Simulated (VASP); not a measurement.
All values below come from r2SCAN meta-GGA, VASP's PBE PAW potentials (set 64) (plane waves; VASP).

Input for VASP

KPOINTS_OPT:
```
k-points along high-symmetry lines
10
Line-mode
Reciprocal
  0.000000   0.000000   0.000000 ! GAMMA
  0.000000   0.500000   0.000000 ! X

  0.000000   0.500000   0.000000 ! X
  0.500000   0.500000   0.000000 ! M

  0.500000   0.500000   0.000000 ! M
  0.000000   0.000000   0.000000 ! GAMMA

  0.000000   0.000000   0.000000 ! GAMMA
  0.500000   0.500000   0.500000 ! R

  0.500000   0.500000   0.500000 ! R
  0.000000   0.500000   0.000000 ! X

  0.500000   0.500000   0.500000 ! R
  0.500000   0.500000   0.000000 ! M
```

File KPOINTS:
```
Automatic mesh
0
gamma
15 15 15
```

### INCAR
```
# general
SYSTEM  = WC
PREC    = Accurate
ENCUT   = 520   # plane-wave cut-off (eV)
LREAL   = .FALSE.
LASPH   = .TRUE.   # aspherical one-centre terms

# electronic loop
EDIFF   = 1E-7
NELM    = 100
ALGO    = Normal
LMAXMIX = 6
LMIXTAU = .TRUE.

# smearing
ISMEAR  = -5   # tetrahedra, Bloechl

# functional
METAGGA = R2SCAN

# ions
ISIF    = 2

# output
LWAVE   = .FALSE.
LCHARG  = .FALSE.
LORBIT  = 11
NEDOS   = 601
```

### POSCAR
```
WC
1
    2.7203400580    -0.0000000000    -0.0000000000
    0.0000000000     2.7203400580    -0.0000000000
    0.0000000000    -0.0000000000     2.7203400580
W C
1 1
Direct
  0.0000000000   0.0000000000   0.0000000000
  0.5000000000   0.5000000000   0.5000000000
```

POTCAR, in this order: W_sv C (PBE.64 set). Program: vasp_std.

The resulting files:

File OSZICAR:
```
       N       E                     dE             d eps       ncg     rms          rms(c)
DAV:   1     0.703706106824E+02    0.70371E+02   -0.10027E+04  3120   0.158E+03
DAV:   2    -0.626114058517E+02   -0.13298E+03   -0.12946E+03  3560   0.391E+02
DAV:   3    -0.666360498103E+02   -0.40246E+01   -0.39501E+01  3846   0.613E+01
DAV:   4    -0.666761072386E+02   -0.40057E-01   -0.40057E-01  3410   0.626E+00
DAV:   5    -0.666764184896E+02   -0.31125E-03   -0.31152E-03  3628   0.568E-01    0.303E+01
DAV:   6    -0.593052430966E+02    0.73712E+01   -0.94973E+00  3370   0.367E+01    0.549E+00
DAV:   7    -0.596318445579E+02   -0.32660E+00   -0.72077E-01  3135   0.832E+00    0.514E+00
DAV:   8    -0.595993976061E+02    0.32447E-01   -0.15514E-01  3250   0.454E+00    0.813E-01
DAV:   9    -0.596526033660E+02   -0.53206E-01   -0.11452E-01  3315   0.261E+00    0.686E-01
DAV:  10    -0.596617374994E+02   -0.91341E-02   -0.69936E-03  3345   0.608E-01    0.267E-01
DAV:  11    -0.596654115125E+02   -0.36740E-02   -0.15596E-03  3215   0.412E-01    0.209E-01
DAV:  12    -0.596652372426E+02    0.17427E-03   -0.17706E-03  3540   0.285E-01    0.537E-02
DAV:  13    -0.596651357288E+02    0.10151E-03   -0.87743E-05  3380   0.943E-02    0.398E-02
DAV:  14    -0.596651402114E+02   -0.44826E-05   -0.89658E-05  3490   0.699E-02    0.720E-03
DAV:  15    -0.596651559760E+02   -0.15765E-04   -0.88245E-06  3150   0.312E-02    0.269E-03
DAV:  16    -0.596651545329E+02    0.14430E-05   -0.49195E-07  3162   0.756E-03    0.177E-03
DAV:  17    -0.596651543697E+02    0.16321E-06   -0.14448E-08  1560   0.143E-03    0.155E-03
DAV:  18    -0.596651553311E+02   -0.96137E-06   -0.83568E-08  1560   0.189E-03    0.159E-04
DAV:  19    -0.596651554461E+02   -0.11497E-06   -0.15147E-08  1560   0.120E-03    0.134E-04
DAV:  20    -0.596651554317E+02    0.14336E-07   -0.98381E-10  1560   0.356E-04
   1 F= -.59665155E+02 E0= -.59665155E+02  d E =0.000000E+00
       N       E                     dE             ncg
```

OUTCAR:
```
------------------------ aborting loop because EDIFF is reached ----------------------------------------
  FORCE on cell =-STRESS in cart. coord.  units (eV):
  Direction    XX          YY          ZZ          XY          YZ          ZX
  --------------------------------------------------------------------------------------
  Total        0.0216682      0.0216682      0.0216682     -0.0000000     -0.0000000     -0.0000000
  in kB        1.7245036      1.7245036      1.7245036     -0.0000000     -0.0000000     -0.0000000
  external PRESSURE =       1.7245036 kB  Pullay stress =       0.0000000 kB
  volume of cell :       20.13
      direct lattice vectors                 reciprocal lattice vectors
     2.720340058  0.000000000  0.000000000     0.367601101  0.000000000  0.000000000
     0.000000000  2.720340058  0.000000000     0.000000000  0.367601101  0.000000000
     0.000000000  0.000000000  2.720340058     0.000000000  0.000000000  0.367601101
 POSITION                                       TOTAL-FORCE (eV/Angst)
 -----------------------------------------------------------------------------------
      0.00000      0.00000      0.00000         0.000000      0.000000      0.000000
      1.36017      1.36017      1.36017         0.000000      0.000000      0.000000
 -----------------------------------------------------------------------------------
    total drift:                               -0.000000      0.000000     -0.000000
  FREE ENERGIE OF THE ION-ELECTRON SYSTEM (eV)
  ---------------------------------------------------
  free  energy   TOTEN  =       -59.6651554317 eV

  energy  without entropy=      -59.6651554317  energy(sigma->0) =      -59.66515543

 total charge

# of ion       s       p       d       tot
------------------------------------------
    1        2.339   6.345   3.431  12.115
    2        0.871   1.489   0.000   2.360
--------------------------------------------------
tot          3.209   7.835   3.431  14.475
```
(Selected blocks of OUTCAR.)

For a metal the tetrahedron method with Blöchl corrections gives inexact stress and forces.

The structure was generated: WC was put into the CsCl type type (Pm-3m), which need not be its known phase. It was relaxed first, which changed the volume by -32 %.
